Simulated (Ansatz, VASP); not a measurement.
**One calculation of TaF4, two programs**

```
Ta F
1.0
     0.00000    3.03209    3.03209
     3.03209    0.00000    3.03209
     3.03209    3.03209    0.00000
Ta F
1 4
Direct
  0.50000 0.50000 0.50000
  0.87496 0.87496 0.87496
  0.87496 0.87496 0.37511
  0.87496 0.37511 0.87496
  0.37511 0.87496 0.87496
```

Alike in both runs: functional PBE; k mesh 4 × 4 × 4; occupations gaussian, width 0.1 eV; no spin polarisation.

Ansatz relaxed the structure, and its values are those at the end. VASP's run is a single point on that final structure, the one shown.

```csv
,VASP,Ansatz
version,VASP 6.6.1,Ansatz 0.2.0
potentials or method,"VASP PAW PBE potentials, release 64 (Ta_pv, F)","scalar-relativistic, plane waves, PAW"
plane-wave cutoff (eV),520,420
valence electrons in the cell,39,41
```

|  | VASP | Ansatz | Ansatz less VASP |
| --- | --- | --- | --- |
| gap on the k mesh at the Fermi level (eV) | none | none | - |
| pressure (GPa) | -0.4 | 0.0 | +0.35 |
| rms of the force components (eV/Å) | 0.006 | 0.005 | -0.0014 |

A gap of «none» marks a metal or a gap that the smearing closes. The two sets of potentials don't hold the same shells in valence.

Caveats: the k mesh is coarse (spacing up to 0.45 Å⁻¹), so the values aren't converged; an odd number of electrons without spin polarisation forces a metal; a magnetic or distorted state may lie lower. Spin-orbit coupling is left out, which matters for the levels of Ta.
